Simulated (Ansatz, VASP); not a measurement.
# Ga12Ge13O44: VASP beside Ansatz

Wanted: the spread between two codes on one cell, functional and k mesh. The structure shown is frame 105 of Ansatz's trajectory.

Method: plane waves, with VASP 6.6.1 beside it; single point at PBE, in Ansatz 0.2.0.

### Step 1. Starting point

The cell holds 69 atoms: 12 Ga, 13 Ge and 44 O. Cell: a = 10.328 Å, b = 10.328 Å, c = 10.328 Å, α = 90.0°, β = 90.0°, γ = 90.0°. As first built, before any earlier steps moved the atoms (in the runner's words): 69 atoms (12 Fe, 13 Ge, 44 O) placed at random at 3.56 g/cm^3, melted at 5000 K for 10 ps at fixed volume with the Morse and Coulomb pair potential with partial charges (Pedone, Malavasi, Menziani, Cormack and Segre, J. Phys. Chem. B 110, 11780 (2006)). Quenched from 5000 K to 300 K at 20 K/ps and fixed volume, held 5 ps, then minimised at fixed cell. Then Fe was replaced by Ga and the cell scaled by 1.006 (the potential has no terms for the new elements, so the cell is a start for a DFT relaxation).

### Step 2. Ansatz: dynamics, PBE

Ansatz runs on its default PAW (the set named soft_2) files.

One frame of this run of dynamics is then solved in both programs, so the motion causes no difference.

Input file input.yaml:

```yaml
crystal:
  lattice:
    - [10.3277, 0.0, 0.0]
    - [0.0, 10.3277, 0.0]
    - [0.0, 0.0, 10.3277]
  atoms:
    - { symbol: Ga, position: [0.55246, 0.49285, 0.86905] }
    - { symbol: Ga, position: [0.6447, 0.56521, 0.44183] }
    - { symbol: Ga, position: [0.09502, 0.6225, 0.77124] }
    - { symbol: Ga, position: [0.53927, 0.29722, 0.6092] }
    - { symbol: Ga, position: [0.87896, 0.72174, 0.56378] }
    - { symbol: Ga, position: [0.32617, 0.46197, 0.40723] }
    - { symbol: Ga, position: [0.50708, 0.55884, 0.16987] }
    - { symbol: Ga, position: [0.29285, 0.40305, 0.69863] }
    - { symbol: Ga, position: [0.8349, 0.68756, 0.99825] }
    - { symbol: Ga, position: [0.94754, 0.70809, 0.26008] }
    - { symbol: Ga, position: [0.62157, 0.76818, 0.8016] }
    - { symbol: Ga, position: [0.80543, 0.50553, 0.72122] }
    - { symbol: Ge, position: [0.79583, 0.27349, 0.94192] }
    - { symbol: Ge, position: [0.3912, 0.30578, 0.09726] }
    - { symbol: Ge, position: [0.82539, 0.98846, 0.8055] }
    - { symbol: Ge, position: [0.08801, 0.1344, 0.65437] }
    - { symbol: Ge, position: [0.00776, 0.41157, 0.47768] }
    - { symbol: Ge, position: [0.13068, 0.84551, 0.52687] }
    - { symbol: Ge, position: [0.23526, 0.74675, 0.05388] }
    - { symbol: Ge, position: [0.66445, 0.84405, 0.25042] }
    - { symbol: Ge, position: [0.40034, 0.68898, 0.60591] }
    - { symbol: Ge, position: [0.12707, 0.30798, 0.9065] }
    - { symbol: Ge, position: [0.46622, 0.98137, 0.02725] }
    - { symbol: Ge, position: [0.61413, 0.9593, 0.55628] }
    - { symbol: Ge, position: [0.79872, 0.42176, 0.22392] }
    - { symbol: O, position: [0.96416, 0.28712, 0.92288] }
    - { symbol: O, position: [0.81657, 0.84522, 0.88796] }
    - { symbol: O, position: [0.26583, 0.57552, 0.64118] }
    - { symbol: O, position: [0.4833, 0.63227, 0.75357] }
    - { symbol: O, position: [0.28254, 0.78591, 0.5236] }
    - { symbol: O, position: [0.38317, 0.38504, 0.24798] }
    - { symbol: O, position: [0.67272, 0.91145, 0.40573] }
    - { symbol: O, position: [0.58282, 0.69913, 0.26436] }
    - { symbol: O, position: [0.32031, 0.89598, 0.05133] }
    - { symbol: O, position: [0.76001, 0.12127, 0.88499] }
    - { symbol: O, position: [0.09123, 0.73437, 0.14158] }
    - { symbol: O, position: [0.95024, 0.51819, 0.59681] }
    - { symbol: O, position: [0.13756, 0.00923, 0.55828] }
    - { symbol: O, position: [0.57178, 0.93788, 0.15046] }
    - { symbol: O, position: [0.19249, 0.71294, 0.89605] }
    - { symbol: O, position: [0.45859, 0.36412, 0.76833] }
    - { symbol: O, position: [0.18303, 0.2089, 0.77404] }
    - { symbol: O, position: [0.80667, 0.65123, 0.41016] }
    - { symbol: O, position: [0.35006, 0.63984, 0.11469] }
    - { symbol: O, position: [0.5352, 0.91305, 0.88836] }
    - { symbol: O, position: [0.57351, 0.11931, 0.57562] }
    - { symbol: O, position: [0.89706, 0.38701, 0.35473] }
    - { symbol: O, position: [0.866, 0.5574, 0.14939] }
    - { symbol: O, position: [0.0428, 0.27204, 0.56686] }
    - { symbol: O, position: [0.65312, 0.6367, 0.95373] }
    - { symbol: O, position: [0.67226, 0.4273, 0.5787] }
    - { symbol: O, position: [0.14387, 0.47664, 0.40996] }
    - { symbol: O, position: [0.44163, 0.1497, 0.05479] }
    - { symbol: O, position: [0.72492, 0.39073, 0.84309] }
    - { symbol: O, position: [0.15156, 0.44482, 0.81612] }
    - { symbol: O, position: [0.96461, 0.05928, 0.74158] }
    - { symbol: O, position: [0.51809, 0.82814, 0.60636] }
    - { symbol: O, position: [0.01543, 0.79706, 0.41518] }
    - { symbol: O, position: [0.23714, 0.31045, 0.02799] }
    - { symbol: O, position: [0.49681, 0.42232, 0.03179] }
    - { symbol: O, position: [0.36292, 0.33538, 0.53829] }
    - { symbol: O, position: [0.74442, 0.93817, 0.66466] }
    - { symbol: O, position: [0.64695, 0.45837, 0.28304] }
    - { symbol: O, position: [0.03855, 0.76889, 0.6526] }
    - { symbol: O, position: [0.77589, 0.31112, 0.10179] }
    - { symbol: O, position: [0.80933, 0.80667, 0.17432] }
    - { symbol: O, position: [0.9195, 0.59173, 0.85409] }
    - { symbol: O, position: [0.46269, 0.58237, 0.48097] }
    - { symbol: O, position: [0.73664, 0.67002, 0.67179] }
kpoints:
  mp_grid: { grid: [1, 1, 1] }
hamiltonian:
  xc: pbe
scf:
  occupations: { method: gaussian, width: 0.05 }
output:
  forces: true
md:
  timestep: 1.0
  n_steps: 316
  ensemble: nvt_nose_hoover
  temperature: 600
  initial_velocities: maxwell_boltzmann
  seed: 2259
```

On the command line:

```
> ansatz run input.yaml --threads 4 --pin off --max-ram 8192MiB --backend cpu --events-out ev --progress --plain --runs-dir out
```

Numbers of over 12 decimals in the logs are rounded to 6 here.

The program printed:

```text
Warning: md: disabling space-group detection — thermal motion breaks the input geometry's symmetry, so no spatial operation reduces the k-mesh or symmetrises the density; time reversal is kept, so that k and −k are solved as one point where they differ and the mesh holds both, and exact exchange and, on two spinor components, a DFT+U term hold to it where the run has them: on two components no moment then forms, and  [...]
Engine: ansatz 0.2.0, x86_64-unknown-linux-gnu
Pseudopotentials: kind: paw
Pseudopotential: Ga, paw, valence charge 13, recommended cutoff 420 eV (normal), Ga.paw.azcp
Pseudopotential: Ge, paw, valence charge 14, recommended cutoff 420 eV (normal), Ge.paw.azcp
Pseudopotential: O, paw, valence charge 6, recommended cutoff 420 eV (normal), O.paw.azcp
Functional definition: PBE
  parameter kappa = 0.804
  parameter beta = 0.066725
  exchange = pbe_x(kappa = kappa, mu = beta*pi^2/3)
  correlation = pbe_c(beta = beta)
Crystal: 69 atoms, lattice volume = 1101.567 Å³
Basis set: ecut = 420 eV, 21559 PW (Γ), exchange–correlation on 144×144×144 points (8 copies of the dense FFT grid, shifted against one another)
Bands: 370, of which v1, the nominal top of the filled ones, is band 301 counted from 1 (300 counted from 0)
Symmetry: 1 space group operations
k-points: 1
Non-local potential: Ga, projectors of the file, l = 0: 2, l = 1: 2, l = 2: 3, l = 3: 1
Non-local potential: Ge, projectors of the file, l = 0: 2, l = 1: 2, l = 2: 3, l = 3: 1
Non-local potential: O, projectors of the file, l = 0: 2, l = 1: 2, l = 2: 1
PAW form: soft (Blöchl's): semilocal exchange-correlation on the pseudo side does not see the compensation charge
PAW one-centre angular grid: Ga, 590 points (default); XC on 64 Gauss nodes
PAW one-centre angular grid: Ge, 590 points (default); XC on 64 Gauss nodes
PAW one-centre angular grid: O, 110 points (default); XC on 64 Gauss nodes
Initial density: superposition of atomic densities (neutral atoms: chi_scale 0, normalization atom), corrected by the library's trained network
Initial wavefunctions: pseudopotential atomic-orbital guess
Functional: x = pbe(κ = 0.804, μ = 0.219515), c = pbe(β = 0.066725)
SCF iter   1: F=—  HF=-126190.631611 eV  |F-HF|=—  |Δ(HF+E_count)|=         —  Δρ=3.18e-3  dr2=1.73e-1  ethr=1.77e-3  ⟨swp⟩=6.0  Hψ=1360  notcnv=0  defer=49
preconditioner: auto → Resta (q_TF=auto, 2.467 Å⁻¹)  ε∞=3.1  [insulator: Δε(μ)=1.039 eV  Ē_g=18.888 eV  σ=0.050 eV  W_gap=1.00  n_scr=256 (ndim 8)  ℏωp=27.5 eV  f_vac=0.279  D(μ)=0.00/eV (n_scr^D=0)  ε∞_Penn≈3.1  vacuum switching on, ρ_ref=2.6e-2 e/Å³]
SCF iter   2: F=—  HF=-126190.604318 eV  |F-HF|=—  |Δ(HF+E_count)|=   2.73e-2  Δρ=1.84e-3  dr2=3.02e-2  ethr=2.87e-5  ⟨swp⟩=2.0  Hψ=662  notcnv=0  defer=64
SCF iter   3: F=—  HF=-126190.600423 eV  |F-HF|=—  |Δ(HF+E_count)|=   3.90e-3  Δρ=7.03e-4  dr2=6.34e-3  ethr=5.01e-6  ⟨swp⟩=2.0  Hψ=514  notcnv=0  defer=64
SCF iter   4: F=—  HF=-126190.600426 eV  |F-HF|=—  |Δ(HF+E_count)|=   3.29e-6  Δρ=2.52e-4  dr2=5.79e-4  ethr=1.05e-6  ⟨swp⟩=2.0  Hψ=512  notcnv=0  defer=64
SCF iter   5: F=—  HF=-126190.600577 eV  |F-HF|=—  |Δ(HF+E_count)|=   1.51e-4  Δρ=1.40e-4  dr2=1.86e-4  ethr=9.62e-8  ⟨swp⟩=2.0  Hψ=529  notcnv=0  defer=64
SCF iter   6: F=—  HF=-126190.600594 eV  |F-HF|=—  |Δ(HF+E_count)|=   1.67e-5  Δρ=3.40e-5  dr2=1.01e-5  ethr=3.08e-8  ⟨swp⟩=2.0  Hψ=524  notcnv=0  defer=64
SCF iter   7: F=—  HF=-126190.601983 eV  |F-HF|=—  |Δ(HF+E_count)|=   1.39e-3  Δρ=1.67e-5  dr2=2.34e-6  ethr=1.68e-9  ⟨swp⟩=2.0  Hψ=671  notcnv=0  defer=64
SCF iter   8: F=—  HF=-126190.601983 eV  |F-HF|=—  |Δ(HF+E_count)|=   7.38e-7  Δρ=5.67e-6  dr2=2.87e-7  ethr=3.89e-10  ⟨swp⟩=2.0  Hψ=509  notcnv=0  defer=64
SCF iter   9: F=-126190.601983 eV  HF=-126190.601983 eV  |F-HF|=6.59e-9  |Δ(HF+E_count)|=   1.07e-7  Δρ=2.10e-6  dr2=3.88e-8  ethr=1.15e-11  ⟨swp⟩=4.0  Hψ=1177  notcnv=0
SCF 1 converged in 9 iterations: F = -126190.601983 eV  dr2 = 3.88e-8
  greatest PAW one-centre occupation: 0.999 electrons in one spin orbital (limit 2), on the Ge atom at site 20 (counted from 0), in its partial waves of l = 2
md step     0: t =     0.00 fs  T =   600.0 K  F+E_penalty+E_count = -126190.60198342 eV  E_kin = 5.273808 eV  conserved = -126185.32817547 eV  (9 SCF iters)
[... from here on, the SCF cycles and remarks between the steps are left out ...]
md step   308: t =   308.00 fs  T =   690.6 K  F+E_penalty+E_count = -126190.31566926 eV  E_kin = 6.069874 eV  conserved = -126185.32607618 eV  (3 SCF iters)
md step   309: t =   309.00 fs  T =   697.0 K  F+E_penalty+E_count = -126190.38795702 eV  E_kin = 6.126432 eV  conserved = -126185.32650833 eV  (3 SCF iters)
md step   310: t =   310.00 fs  T =   704.2 K  F+E_penalty+E_count = -126190.46774468 eV  E_kin = 6.189975 eV  conserved = -126185.32698519 eV  (9 SCF iters)
md step   311: t =   311.00 fs  T =   711.4 K  F+E_penalty+E_count = -126190.54750783 eV  E_kin = 6.253019 eV  conserved = -126185.32744002 eV  (4 SCF iters)
md step   312: t =   312.00 fs  T =   717.7 K  F+E_penalty+E_count = -126190.62009269 eV  E_kin = 6.308465 eV  conserved = -126185.32780940 eV  (4 SCF iters)
md step   313: t =   313.00 fs  T =   722.5 K  F+E_penalty+E_count = -126190.67970946 eV  E_kin = 6.350583 eV  conserved = -126185.32804561 eV  (4 SCF iters)
md step   314: t =   314.00 fs  T =   725.4 K  F+E_penalty+E_count = -126190.72270622 eV  E_kin = 6.375779 eV  conserved = -126185.32812092 eV  (4 SCF iters)
md step   315: t =   315.00 fs  T =   726.2 K  F+E_penalty+E_count = -126190.74799951 eV  E_kin = 6.383015 eV  conserved = -126185.32803324 eV  (4 SCF iters)
md step   316: t =   316.00 fs  T =   725.1 K  F+E_penalty+E_count = -126190.75709801 eV  E_kin = 6.373826 eV  conserved = -126185.32780683 eV  (9 SCF iters)
SCF converged after 9 iterations
Free energy (F): -126190.757098 eV
Harris-Foulkes:  -126190.757098 eV  (|F-HF|=4.86e-9)
Internal energy: -126190.757098 eV  (E = F + TS)
E sigma→0 (E₀):  -126190.757098 eV
Fermi energy:    4.045795 eV
--- Per-component energies (eV) ---
  E_band       = -5176.542924
  E_kinetic    = 10497.693107
  E_local      = -98690.537699  (includes V_loc(G=0)·N_el)
  E_nonlocal   = 12827.643438
  E_hartree    = 43332.012366
  E_xc         = -4991.764415
  E_vxc        = -5598.361756  (∫ρ·V_xc dr)
  E_paw        = -57262.948425  (= ΣΔE_a)
  E_vpaw       = -10877.115000  (= ΣTr[D̂ρ^β])
  E_aug_tail   = 0.109338  (compensation charges beyond the density's cutoff)
  E_ewald      = -31902.964808
  E_smearing   = -0.000000  (= −TS)
  E_closure    = 0.000000  (closes the sum)
  Σ components = -126190.757098   (vs F -126190.757098, Δ=0.00e0)
--- Forces (eV/Å), atoms counted from 1 ---
  atom   1  Ga    -0.05714667    -0.92012516    -0.71934151
  atom   2  Ga     0.74076088    -0.95671621     0.96709450
  atom   3  Ga     0.06934195    -0.33383033     1.67691700
  atom   4  Ga     1.67162961     0.23077738    -0.48215612
  atom   5  Ga    -2.16032458    -1.40668422     0.82742277
  atom   6  Ga    -0.70907079     0.32472493    -0.65973930
  atom   7  Ga    -0.18890996     0.11219389     0.02366737
  atom   8  Ga    -1.86170286     0.88574724     0.27507544
  atom   9  Ga     0.16855801     0.41121142     0.73633130
  atom  10  Ga     1.62766281     2.16837367    -0.70206096
  atom  11  Ga     0.21844189     0.12883644     0.83652899
  atom  12  Ga    -0.77005451     1.85792235    -1.19889583
  atom  13  Ge     0.61191890     0.70437259     0.46420023
  atom  14  Ge     0.04541839    -0.02589975    -1.02102095
  atom  15  Ge    -0.77991617     1.39583956    -1.86444467
  atom  16  Ge     0.41441908    -2.51960169     1.96809982
  atom  17  Ge    -1.43037803     1.08308489     1.56990877
  atom  18  Ge    -1.34803305     0.03373668     0.09823922
  atom  19  Ge    -0.17076836    -0.45700565    -0.22407796
  atom  20  Ge    -1.55360694    -1.98572386    -0.49351808
  atom  21  Ge     0.46693020    -2.58874904    -0.84378045
  atom  22  Ge     0.01109386     1.30744255     3.23094376
  atom  23  Ge    -0.29830331     0.45448244    -2.48623764
  atom  24  Ge     0.44078074     1.63324029    -0.44388054
[...]
atom  62  O      1.05089278    -0.82885926     1.16610906
  atom  63  O      0.30239771     0.10840749     0.44340325
  atom  64  O     -0.03322475     1.12366011    -1.09153221
  atom  65  O      0.42414605    -1.22552913     0.06546541
  atom  66  O     -0.80894504     1.50617951    -0.22150328
  atom  67  O      1.31143474     0.01032321    -0.80111596
  atom  68  O     -0.10081420     0.18287551    -0.02150450
  atom  69  O     -0.39956620    -0.60523905    -0.47518598
  max |Σ_I F_I| component: 3.15e-5 eV/Å
--- MD trajectory: 316 steps, t = 0.0 → 316.0 fs ---
  final state: T = 725.1 K   F+E_penalty+E_count = -126190.75709801 eV   E_kin = 6.373826 eV
  conserved energy: peak-to-peak 5.237e-3 eV (7.589e-5 eV/atom) over 316.0 fs
```

The column dr2 measures how far the density is from self-consistency, as an energy; F and HF (Harris–Foulkes) agree once it is small.

(Part 1 of 2 ends here.)

[Lines on the potential files, build, host, timing and source positions are cut from VASP's logs without a mark.]

[Logs are printed without paths, hosts, clocks, repeated set-up lines and the standing remarks that a program may print on its own settings, such as how far it seeks lower states.]

[Hosts, paths, dates, database ids (printed as entryN), source tags and the programs' standing remarks are cut or masked in the printed files.]
